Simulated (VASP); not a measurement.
Computed with PBEsol GGA, VASP's PBE PAW potentials (set 64) (plane waves; VASP).

VASP input:

### KPOINTS
```
Automatic
0
gamma
10 10 10
```

**POSCAR**
```
CaO
1
    0.0000000000     2.3880329525     2.3880329525
    2.3880329525     0.0000000000     2.3880329525
    2.3880329525     2.3880329525     0.0000000000
Ca O
1 1
Direct
  0.0000000000   0.0000000000   0.0000000000
  0.5000000000   0.5000000000   0.5000000000
```

INCAR:
```
ALGO = Normal
EDIFF = 1E-7
ENCUT = 600
GGA = PS
ISIF = 2
ISMEAR = 0
LASPH = .TRUE.
LCHARG = .FALSE.
LREAL = .FALSE.
LWAVE = .FALSE.
NELM = 100
PREC = Accurate
SIGMA = 0.05
SYSTEM = CaO
```

POTCAR, in this order: Ca_sv O (PBE.64 set). Program: vasp_std.

Output

### OSZICAR
```
       N       E                     dE             d eps       ncg     rms          rms(c)
DAV:   1     0.143859690548E+03    0.14386E+03   -0.94467E+03  1128   0.153E+03
DAV:   2    -0.648420248169E+01   -0.15034E+03   -0.14244E+03  1292   0.354E+02
DAV:   3    -0.146560609503E+02   -0.81719E+01   -0.80945E+01  1440   0.836E+01
DAV:   4    -0.149278392628E+02   -0.27178E+00   -0.27133E+00  1580   0.142E+01
DAV:   5    -0.149336285516E+02   -0.57893E-02   -0.57885E-02  1428   0.190E+00    0.807E+00
DAV:   6    -0.134818206489E+02    0.14518E+01   -0.74516E+00  1280   0.261E+01    0.358E+00
DAV:   7    -0.134273388541E+02    0.54482E-01   -0.63428E-01  1544   0.802E+00    0.170E+00
DAV:   8    -0.134153347355E+02    0.12004E-01   -0.70842E-02  1232   0.306E+00    0.379E-01
DAV:   9    -0.134134860717E+02    0.18487E-02   -0.19265E-02  1428   0.113E+00    0.132E-01
DAV:  10    -0.134137199389E+02   -0.23387E-03   -0.17594E-03  1244   0.471E-01    0.233E-02
DAV:  11    -0.134137265229E+02   -0.65841E-05   -0.14621E-04  1528   0.118E-01    0.148E-02
DAV:  12    -0.134137234541E+02    0.30688E-05   -0.12946E-05  1324   0.432E-02    0.354E-03
DAV:  13    -0.134137233861E+02    0.68048E-07   -0.18162E-06  1484   0.116E-02    0.932E-04
DAV:  14    -0.134137233297E+02    0.56420E-07   -0.99824E-08   828   0.427E-03
   1 F= -.13413723E+02 E0= -.13413723E+02  d E =-.573593E-11
```

File OUTCAR:
```
------------------------ aborting loop because EDIFF is reached ----------------------------------------
  FORCE on cell =-STRESS in cart. coord.  units (eV):
  Direction    XX          YY          ZZ          XY          YZ          ZX
  --------------------------------------------------------------------------------------
  Total       -0.0147375     -0.0147375     -0.0147375     -0.0000000      0.0000000      0.0000000
  in kB       -0.8669313     -0.8669313     -0.8669313     -0.0000000      0.0000000      0.0000000
  external PRESSURE =      -0.8669313 kB  Pullay stress =       0.0000000 kB
  volume of cell :       27.24
      direct lattice vectors                 reciprocal lattice vectors
     0.000000000  2.388032953  2.388032953    -0.209377345  0.209377345  0.209377345
     2.388032953  0.000000000  2.388032953     0.209377345 -0.209377345  0.209377345
     2.388032953  2.388032953  0.000000000     0.209377345  0.209377345 -0.209377345
  FREE ENERGIE OF THE ION-ELECTRON SYSTEM (eV)
  ---------------------------------------------------
  free  energy   TOTEN  =       -13.4137233297 eV

  energy  without entropy=      -13.4137233296  energy(sigma->0) =      -13.41372333
```
(Selected blocks of OUTCAR.)

File OUTCAR:
```
 val. band max:        2.3017532348   @ k =   0.0000   0.0000   0.0000

 cond. band min:       5.8278334232   @ k =   0.5000   0.5000   0.0000


 Fermi energy:         2.5048972983

 k-point     1 :       0.0000    0.0000    0.0000
  band No.  band energies     occupation
      1     -35.0071      2.00000
      2     -15.8339      2.00000
      3     -15.8339      2.00000
      4     -15.8339      2.00000
      5     -13.1799      2.00000
      6       2.3018      2.00000
      7       2.3018      2.00000
      8       2.3018      2.00000
      9       7.0201      0.00000
     10       8.5400      0.00000
     11       8.5400      0.00000
     12       8.5400      0.00000

 k-point     2 :       0.1000    0.0000    0.0000
  band No.  band energies     occupation
      1     -34.9961      2.00000
      2     -15.9982      2.00000
      3     -15.8395      2.00000
      4     -15.8395      2.00000
      5     -13.0094      2.00000
      6       1.9257      2.00000
      7       2.1550      2.00000
      8       2.1550      2.00000
      9       7.4875      0.00000
     10       8.5011      0.00000
     11       8.7186      0.00000
     12       8.7186      0.00000

 k-point     3 :       0.2000    0.0000    0.0000
  band No.  band energies     occupation
      1     -34.9672      2.00000
      2     -16.3606      2.00000
      3     -15.8541      2.00000
      4     -15.8541      2.00000
      5     -12.6297      2.00000
      6       1.1254      2.00000
      7       1.8047      2.00000
      8       1.8047      2.00000
      9       8.4023      0.00000
     10       8.6648      0.00000
     11       9.2127      0.00000
     12       9.2127      0.00000

 k-point     4 :       0.3000    0.0000    0.0000
  band No.  band energies     occupation
      1     -34.9311      2.00000
      2     -16.7287      2.00000
      3     -15.8721      2.00000
      4     -15.8721      2.00000
      5     -12.2379      2.00000
      6       0.3259      2.00000
...
```

The compound is CaO in the rock salt structure. It was relaxed first.
